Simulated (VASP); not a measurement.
The system is CdTe.

```xyz
2
Lattice="0.0000 3.2050 3.2050 3.2050 0.0000 3.2050 3.2050 3.2050 0.0000" Properties=species:S:1:pos:R:3 pbc="T T T"
Cd    0.0000    0.0000    0.0000
Te    1.6025    1.6025    1.6025
```

| Item | Value |
| --- | --- |
| Program | VASP 6.6.1 |
| Task | relaxation of cell and atoms |
| Functional | PBE |
| Potentials or basis | VASP PAW PBE potentials, release 64 (Cd, Te) |
| Cutoff | 700 eV |
| k mesh | 8 × 8 × 8 |
| Occupations | gaussian, width 0.02 eV |
| Spin | no spin polarisation |

At the start: pressure 4.4 GPa; volume 32.92 Å³/atom.

Problem. Where does the relaxation end?

Solution. Over 3 steps the energy falls by 42.2 meV/atom and the volume is 36.30 Å³/atom (+10.3 %); space group F-43m (No. 216, to 0.05 Å).

Step by step:
| step | energy change (eV) | largest force (eV/Å) | pressure (GPa) | volume (Å³) |
| --- | --- | --- | --- | --- |
| 1 | 0.0000 | 0.0000 | 4.38 | 65.84 |
| 2 | -0.0777 | 0.0000 | -0.97 | 74.81 |
| 3 | -0.0845 | 0.0000 | 0.01 | 72.60 |

Final structure:
```cif
data_structure
_symmetry_space_group_name_H-M 'P 1'
_symmetry_Int_Tables_number 1
_cell_length_a 4.6825
_cell_length_b 4.6825
_cell_length_c 4.6825
_cell_angle_alpha 60.000
_cell_angle_beta 60.000
_cell_angle_gamma 60.000
_cell_volume 72.60
loop_
_atom_site_label
_atom_site_type_symbol
_atom_site_fract_x
_atom_site_fract_y
_atom_site_fract_z
_atom_site_occupancy
Cd1 Cd 0.00000 0.00000 0.00000 1
Te1 Te 0.25000 0.25000 0.25000 1
```

Caveat: the volume moved by +10 % from the deposited cell, more than functionals usually miss.
